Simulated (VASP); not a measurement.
Calculation: HSE06 screened hybrid, VASP's PBE PAW potentials (set 64) (plane waves; VASP).

VASP ran on this input.

KPOINTS:
```
Automatic
0
G
 1 1 1
```

File POSCAR:
```
Ga31P32
11.0671090
  1.0000000188   0.0000000000   0.0000000000
  0.0000000000   1.0000000188   0.0000000000
  0.0000000000   0.0000000000   1.0000000188
Ga P
31 32
Cartesian
  0.5000397514   0.0004252032   0.0001923741
  0.7492648950   0.2506512955   0.0000046329
  0.7493907621   0.9994669549   0.2511480527
  0.0000337721   0.0001235726   0.0001034630
  0.2508668720   0.2507668763   0.0007754031
  0.4999552940   0.5001377095   0.0002065884
  0.7493013889   0.7493872613   0.0006019882
  0.2508638250   0.0009957562   0.2509491794
  0.5024131107   0.2534266134   0.2534375204
  0.7466074991   0.4977686952   0.2534263770
  0.4999902636   0.0001854952   0.5001367733
  0.7466978835   0.2536199455   0.4979233049
  0.7491471152   0.0008265492   0.7492972902
  0.9999912567   0.4998892290   0.0002277181
  0.2507529811   0.7496088826   0.9998237249
  0.0006859975   0.2507475505   0.2509406671
  0.2530901979   0.5019696846   0.2530835126
  0.4979533675   0.7468886570   0.2531996654
  0.9999701878   0.0003583497   0.4999326664
  0.2532251224   0.2532317422   0.5022229566
  0.7470895965   0.7470778764   0.5020945856
  0.2508913813   0.9994516779   0.7492822494
  0.4980150611   0.2532476912   0.7469173944
  0.7467557237   0.5020490697   0.7469963064
  0.9993499276   0.7495316292   0.2510370916
  0.0000496810   0.5000654331   0.5001654466
  0.2531340247   0.7468579377   0.4978520338
  0.9997075516   0.2507175539   0.7492784330
  0.2533209068   0.4977225281   0.7468908123
  0.5021731164   0.7468742108   0.7470239179
  0.0004607433   0.7493474937   0.7492142777
  0.6255258459   0.1252471116   0.1257642989
  0.8747503418   0.3745067505   0.1256426236
  0.8746602639   0.1256139026   0.3746793141
  0.1251270104   0.1252492249   0.1252533103
  0.3755000875   0.3752988267   0.1260819972
  0.6247108131   0.6246871925   0.1260337592
  0.8748319883   0.8751007171   0.1253307397
  0.3755093463   0.1261941167   0.3754953044
  0.6191981606   0.3808591526   0.3808764113
  0.8740830600   0.6246247935   0.3754539297
  0.6246510080   0.1261681549   0.6245873885
  0.8741519279   0.3754267471   0.6248030040
  0.8748450870   0.1252986578   0.8750133187
  0.1251217654   0.6257060530   0.1254634016
  0.3746116997   0.8751020143   0.1255365603
  0.1259849141   0.3753916802   0.3755243060
  0.3801418878   0.6196859785   0.3801290159
  0.6245784489   0.8741416136   0.3755261241
  0.1254534367   0.1252660981   0.6255081891
  0.3805730684   0.3803952644   0.6196233193
  0.6199632141   0.6200188233   0.6198396745
  0.8747715466   0.8751126899   0.6255697790
  0.3744808021   0.1254153735   0.8748056346
  0.6246522229   0.3753240157   0.8744342150
  0.8747992845   0.6256099720   0.8748504504
  0.1253162765   0.8750526799   0.3745469761
  0.1260046300   0.6246524305   0.6247220617
  0.3754682390   0.8740335389   0.6246319431
  0.1253992325   0.3744444876   0.8749237500
  0.3752641631   0.6247296634   0.8742864583
  0.6255494181   0.8750240208   0.8749011490
  0.1251571463   0.8750066854   0.8748477229
```

### INCAR
```
SYSTEM=Ga31P32
PREC=Normal; ENCUT=400; LREAL=Auto
LASPH=T; ISYM=0; NELECT=252.0
EDIFF=1E-5; NELM=50; NELMIN=4
ALGO=Normal; LMAXMIX=4
ISMEAR=0; SIGMA=0.05
GGA=PE; LHFCALC=T; AEXX=0.25
HFSCREEN=0.2; PRECFOCK=Fast
ISIF=0
LWAVE=F; LCHARG=F
```

POTCAR, in this order: Ga P (PBE.64 set). Program: vasp_gam. Read from the step before: WAVECAR.

The run wrote:

OSZICAR:
```
       N       E                     dE             d eps       ncg     rms          rms(c)
DAV:   1    -0.336364308438E+03   -0.33636E+03   -0.16715E+01   316   0.108E+01    0.105E+01
DAV:   2    -0.336472383056E+03   -0.10807E+00   -0.50328E-01   354   0.124E+00    0.700E+00
DAV:   3    -0.336440231768E+03    0.32151E-01   -0.59396E-02   354   0.414E-01    0.404E+00
DAV:   4    -0.336430201072E+03    0.10031E-01   -0.23281E-02   354   0.220E-01    0.230E+00
DAV:   5    -0.336433092465E+03   -0.28914E-02   -0.21380E-02   360   0.153E-01    0.134E+00
DAV:   6    -0.336452865197E+03   -0.19773E-01   -0.15518E-02   346   0.206E-01    0.871E-01
DAV:   7    -0.336475655818E+03   -0.22791E-01   -0.18069E-02   346   0.241E-01    0.571E-01
DAV:   8    -0.336477482823E+03   -0.18270E-02   -0.13156E-02   354   0.180E-01    0.351E-01
DAV:   9    -0.336475413851E+03    0.20690E-02   -0.49509E-03   346   0.149E-01    0.229E-01
DAV:  10    -0.336475263305E+03    0.15055E-03   -0.64076E-03   360   0.118E-01    0.146E-01
DAV:  11    -0.336475504315E+03   -0.24101E-03   -0.22286E-03   360   0.652E-02    0.121E-01
DAV:  12    -0.336475051019E+03    0.45330E-03   -0.19254E-03   376   0.856E-02    0.675E-02
DAV:  13    -0.336475454747E+03   -0.40373E-03   -0.27858E-03   360   0.518E-02    0.817E-02
DAV:  14    -0.336475303839E+03    0.15091E-03   -0.89936E-04   400   0.585E-02    0.670E-02
DAV:  15    -0.336475195000E+03    0.10884E-03   -0.18964E-03   368   0.649E-02    0.377E-02
DAV:  16    -0.336475451719E+03   -0.25672E-03   -0.13401E-03   360   0.329E-02    0.711E-02
DAV:  17    -0.336475220032E+03    0.23169E-03   -0.71187E-04   386   0.564E-02    0.393E-02
DAV:  18    -0.336475323319E+03   -0.10329E-03   -0.14262E-03   360   0.424E-02    0.443E-02
DAV:  19    -0.336475368090E+03   -0.44771E-04   -0.58549E-04   360   0.331E-02    0.539E-02
DAV:  20    -0.336475234152E+03    0.13394E-03   -0.72762E-04   376   0.484E-02    0.205E-02
DAV:  21    -0.336475372261E+03   -0.13811E-03   -0.81854E-04   360   0.244E-02    0.454E-02
DAV:  22    -0.336475302428E+03    0.69833E-04   -0.28507E-04   360   0.346E-02    0.358E-02
DAV:  23    -0.336475284920E+03    0.17508E-04   -0.65068E-04   352   0.359E-02    0.226E-02
DAV:  24    -0.336475359138E+03   -0.74218E-04   -0.39783E-04   336   0.189E-02    0.405E-02
DAV:  25    -0.336475280654E+03    0.78485E-04   -0.25712E-04   384   0.331E-02    0.200E-02
DAV:  26    -0.336475325822E+03   -0.45168E-04   -0.46117E-04   352   0.223E-02    0.268E-02
DAV:  27    -0.336475327973E+03   -0.21509E-05   -0.17241E-04   328   0.201E-02    0.296E-02
DAV:  28    -0.336475291032E+03    0.36941E-04   -0.25984E-04   360   0.274E-02    0.114E-02
DAV:  29    -0.336475336440E+03   -0.45408E-04   -0.24618E-04   320   0.129E-02    0.266E-02
DAV:  30    -0.336475308249E+03    0.28191E-04   -0.89939E-05   312   0.206E-02    0.190E-02
DAV:  31    -0.336475309353E+03   -0.11045E-05   -0.22403E-04   344   0.196E-02    0.145E-02
DAV:  32    -0.336475329018E+03   -0.19665E-04   -0.11636E-04   240   0.114E-02    0.229E-02
DAV:  33    -0.336475303384E+03    0.25634E-04   -0.95245E-05   304   0.194E-02    0.107E-02
DAV:  34    -0.336475322052E+03   -0.18669E-04   -0.15092E-04   328   0.119E-02    0.168E-02
DAV:  35    -0.336475317932E+03    0.41207E-05   -0.50334E-05   242   0.126E-02
   1 F= -.33647532E+03 E0= -.33647446E+03  d E =-.172302E-02
```

### OUTCAR
```
------------------------ aborting loop because EDIFF is reached ----------------------------------------
  volume of cell :     1355.51
      direct lattice vectors                 reciprocal lattice vectors
    11.067109208  0.000000000  0.000000000     0.090357832  0.000000000  0.000000000
     0.000000000 11.067109208  0.000000000     0.000000000  0.090357832  0.000000000
     0.000000000  0.000000000 11.067109208     0.000000000  0.000000000  0.090357832
  FREE ENERGIE OF THE ION-ELECTRON SYSTEM (eV)
  ---------------------------------------------------
  free  energy   TOTEN  =      -336.4753179316 eV

  energy  without entropy=     -336.4735949113  energy(sigma->0) =     -336.47445642

  exchange ACFDT corr.  =         0.00000000  see jH, gK, PRB 81, 115126
```
(Selected blocks of OUTCAR.)

The cell is charged, with a uniform compensating background. The supercell is sampled at Γ alone, which is coarse: total energies, pressure and levels can be off, energies of defects by several tenths of an eV.

The cell is a supercell with a defect, built from GaP (zinc blende): vac_Ga, charge +1. The cell's shape comes from a PBE relaxation. The run is not spin-polarised, so no state with unpaired spins was tried.
